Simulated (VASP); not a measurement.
Output of a VASP run:

File OSZICAR:
```
       N       E                     dE             d eps       ncg     rms          rms(c)
DAV:   1     0.810206258864E+02    0.81021E+02   -0.78820E+03   754   0.138E+03
DAV:   2    -0.170420142664E+01   -0.82725E+02   -0.79147E+02   809   0.260E+02
DAV:   3    -0.720440058632E+01   -0.55002E+01   -0.54719E+01   924   0.698E+01
DAV:   4    -0.727324267745E+01   -0.68842E-01   -0.68825E-01   824   0.824E+00
DAV:   5    -0.727431001942E+01   -0.10673E-02   -0.10673E-02   949   0.102E+00    0.705E+00
DAV:   6    -0.686330225825E+01    0.41101E+00   -0.95859E-01  1120   0.366E+01    0.543E+00
DAV:   7    -0.684712446774E+01    0.16178E-01   -0.33785E-01   789   0.570E+00    0.274E+00
DAV:   8    -0.684660767830E+01    0.51679E-03   -0.54484E-03   879   0.736E-01    0.795E-01
DAV:   9    -0.684688569193E+01   -0.27801E-03   -0.11713E-03   842   0.318E-01    0.117E-01
DAV:  10    -0.684702972627E+01   -0.14403E-03   -0.13328E-04   834   0.122E-01    0.544E-02
DAV:  11    -0.684704808705E+01   -0.18361E-04   -0.27879E-05   834   0.686E-02    0.585E-03
DAV:  12    -0.684704913333E+01   -0.10463E-05   -0.30320E-06   861   0.205E-02    0.469E-03
DAV:  13    -0.684704895618E+01    0.17715E-06   -0.29503E-07   482   0.125E-02
   1 F= -.68470490E+01 E0= -.68470490E+01  d E =-.684705E+01
       N       E                     dE             d eps       ncg     rms          rms(c)
DAV:   1    -0.694303404854E+01   -0.95985E-01   -0.12425E+00   889   0.264E+01    0.221E+00
DAV:   2    -0.686187534870E+01    0.81159E-01   -0.26874E-01   894   0.145E+01    0.858E-01
DAV:   3    -0.685199747039E+01    0.98779E-02   -0.11288E-02   789   0.906E-01    0.395E-01
DAV:   4    -0.684981533648E+01    0.21821E-02   -0.10395E-03   913   0.383E-01    0.182E-01
DAV:   5    -0.684945172797E+01    0.36361E-03   -0.30882E-04  1184   0.391E-01    0.321E-02
DAV:   6    -0.684945612858E+01   -0.44006E-05   -0.12676E-04   769   0.164E-01    0.195E-02
DAV:   7    -0.684945893085E+01   -0.28023E-05   -0.14619E-05   929   0.103E-01    0.890E-03
DAV:   8    -0.684945794806E+01    0.98279E-06   -0.44286E-06   659   0.528E-02
   2 F= -.68494579E+01 E0= -.68494579E+01  d E =-.240899E-02
       N       E                     dE             d eps       ncg     rms          rms(c)
DAV:   1    -0.685495671025E+01   -0.54978E-02   -0.67972E-02   904   0.599E+00    0.529E-01
DAV:   2    -0.685036888581E+01    0.45878E-02   -0.16495E-02   894   0.405E+00    0.201E-01
DAV:   3    -0.684984216924E+01    0.52672E-03   -0.62433E-04   789   0.246E-01    0.903E-02
DAV:   4    -0.684972244384E+01    0.11973E-03   -0.69255E-05   902   0.137E-01    0.472E-02
DAV:   5    -0.684970331198E+01    0.19132E-04   -0.20719E-05  1139   0.944E-02    0.900E-03
DAV:   6    -0.684970331815E+01   -0.61682E-08   -0.64250E-06   739   0.321E-02
   3 F= -.68497033E+01 E0= -.68497033E+01  d E =-.265436E-02
```

OUTCAR:
```
------------------------ aborting loop because EDIFF is reached ----------------------------------------
  FORCE on cell =-STRESS in cart. coord.  units (eV):
  Direction    XX          YY          ZZ          XY          YZ          ZX
  --------------------------------------------------------------------------------------
  Total       -0.0098557     -0.0098557     -0.0098557      0.0000000      0.0000000      0.0000000
  in kB       -0.3921100     -0.3921100     -0.3921100      0.0000000      0.0000000      0.0000000
  external PRESSURE =      -0.3921100 kB  Pullay stress =       0.0000000 kB
  volume of cell :       40.27
      direct lattice vectors                 reciprocal lattice vectors
     0.000000000  2.720524877  2.720524877    -0.183788064  0.183788064  0.183788064
     2.720524877 -0.000000000  2.720524877     0.183788064 -0.183788064  0.183788064
     2.720524877  2.720524877  0.000000000     0.183788064  0.183788064 -0.183788064
  FREE ENERGIE OF THE ION-ELECTRON SYSTEM (eV)
  ---------------------------------------------------
  free  energy   TOTEN  =        -6.8497033181 eV

  energy  without entropy=       -6.8497033181  energy(sigma->0) =       -6.84970332

 reached required accuracy - stopping structural energy minimisation
```
(Selected blocks of OUTCAR.)

**POSCAR**
```
ZnS
1
    0.0000000000     2.7050000000     2.7050000000
    2.7050000000     0.0000000000     2.7050000000
    2.7050000000     2.7050000000     0.0000000000
Zn S
1 1
Direct
  0.0000000000   0.0000000000   0.0000000000
  0.2500000000   0.2500000000   0.2500000000
```

Task: Write an INCAR and KPOINTS that could have produced this output.

Result: Several could match; the one computed here: the input of the run itself, PBE GGA, plane waves, VASP's PBE PAW potentials (set 64).

### KPOINTS
```
Regular mesh
0
Gamma
  8 8 8
```

### INCAR
```
! general
SYSTEM  = ZnS
PREC    = Accurate
ENCUT   = 400
LREAL   = F
LASPH   = T

! electronic loop
EDIFF   = 1E-6
NELM    = 100
ALGO    = Normal
LMAXMIX = 4

! smearing
ISMEAR  = 0
SIGMA   = 0.05

! functional
GGA     = PE

! ions
IBRION  = 2
NSW     = 60
ISIF    = 3
EDIFFG  = -0.01

! output
LWAVE   = F
LCHARG  = F
```

POTCAR, in this order: Zn S (PBE.64 set). Program: vasp_std.

The compound is ZnS in the zinc blende structure. This run relaxes it. Symmetry was kept, so distortions that lower it aren't found.
